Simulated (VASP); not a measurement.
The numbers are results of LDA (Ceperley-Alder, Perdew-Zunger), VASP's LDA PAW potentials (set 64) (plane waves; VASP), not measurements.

Input for VASP

**INCAR**
```
# general
SYSTEM   =  MgTlF3
PREC     =  Accurate
ENCUT    =  400
LREAL    =  .False.
LASPH    =  .True.

# electronic loop
EDIFF    =  1E-6
NELM     =  100
ALGO     =  Normal
LMAXMIX  =  4

# smearing
ISMEAR   =  0
SIGMA    =  0.01

# ions
ISIF     =  2

# output
LWAVE    =  .False.
LCHARG   =  .False.
```

### POSCAR
```
MgTlF3
8.154080
  0.5000000000   0.0000000000   0.0000000000
  0.0000000000   0.3536027363   0.3533868934
  0.0000000000  -0.3536027363   0.3533868934
Mg Tl F
1 1 3
Cart
  0.0000000000  -0.0000000000   0.3528356099
  0.2500000000  -0.0000000000   0.7051835458
  0.2500000000   0.0000000000   0.3515563493
  0.0000000000   0.1771196106   0.5285325056
  0.0000000000  -0.1771196106   0.5285325056
```

**KPOINTS**
```
Automatic mesh
0
Gamma
7 7 7
0 0 0
```

POTCAR, in this order: Mg Tl_d F (LDA.64 set). Program: vasp_std.

At this cut-off the stress carries a Pulay error, which pulls relaxed volumes low.

Q: What does the run give for the energy per atom (σ→0), pressure?

A: 
```yaml
energy per atom (σ→0): -506.3 kJ/mol-atom
pressure: -12.98 GPa
```

OSZICAR:
```
...
DAV:   6    -0.263292947819E+02    0.21189E+01   -0.82776E+00  2956   0.264E+01    0.365E+00
DAV:   7    -0.262875657298E+02    0.41729E-01   -0.45301E-01  2876   0.470E+00    0.208E+00
DAV:   8    -0.262418071339E+02    0.45759E-01   -0.95031E-02  2924   0.289E+00    0.363E-01
DAV:   9    -0.262389599675E+02    0.28472E-02   -0.16069E-02  3068   0.900E-01    0.865E-02
DAV:  10    -0.262391022220E+02   -0.14225E-03   -0.77392E-04  2888   0.189E-01    0.246E-02
DAV:  11    -0.262390812322E+02    0.20990E-04   -0.66637E-05  3290   0.659E-02    0.868E-03
DAV:  12    -0.262390814338E+02   -0.20159E-06   -0.54860E-06  2388   0.141E-02
   1 F= -.26239081E+02 E0= -.26239081E+02  d E =-.592639E-18
```

The structure comes from a computed database's MgTlF3 entry (Amm2); how it stands against other phases isn't given here. The cell was not relaxed at this level. The run is one of a series of settings (GGA removed, POTCAR Mg Tl_d F (LDA.64 set) against the base run), some of them coarse on purpose.
